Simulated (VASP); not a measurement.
The system is Tl.

```xyz
2
Lattice="3.4600 0.0000 0.0000 -1.7300 2.9964 0.0000 0.0000 0.0000 5.5325" Properties=species:S:1:pos:R:3 pbc="T T T"
Tl    0.0000    1.9976    4.1494
Tl    1.7300    0.9988    1.3831
```

| Property | Result |
| --- | --- |
| Program | VASP 6.6.1 |
| Task | relaxation of cell and atoms |
| Functional | PBE |
| Potentials or basis | VASP PAW PBE potentials, release 64 (Tl_d) |
| Cutoff | 600 eV |
| k mesh | 6 × 6 × 4 |
| Occupations | gaussian, width 0.05 eV |
| Spin | no spin polarisation |

At the start: pressure 3.0 GPa; volume 28.68 Å³/atom.

**Question.** Where does the relaxation end?

**Answer.** Over 7 steps the energy falls by 28.5 meV/atom and the volume is 31.23 Å³/atom (+8.9 %); space group P6_3/mmc (No. 194, to 0.05 Å).

Step by step:
```csv
step,energy change (eV),largest force (eV/Å),pressure (GPa),volume (Å³)
1,0.0000,0.0000,2.97,57.36
2,-0.0555,0.0000,0.06,61.87
3,-0.0562,0.0000,-0.03,62.24
4,-0.0561,0.0000,-0.32,62.99
5,-0.0564,0.0000,-0.08,62.51
6,-0.0564,0.0000,-0.18,62.65
7,-0.0570,0.0000,-0.10,62.46
```

Final structure:
```
Tl
1.0
     3.51575    0.00000    0.00000
    -1.75787    3.04473    0.00000
     0.00000    0.00000    5.83463
Tl
2
Cartesian
  0.0000 2.0298 4.3760
  1.7579 1.0149 1.4587
```
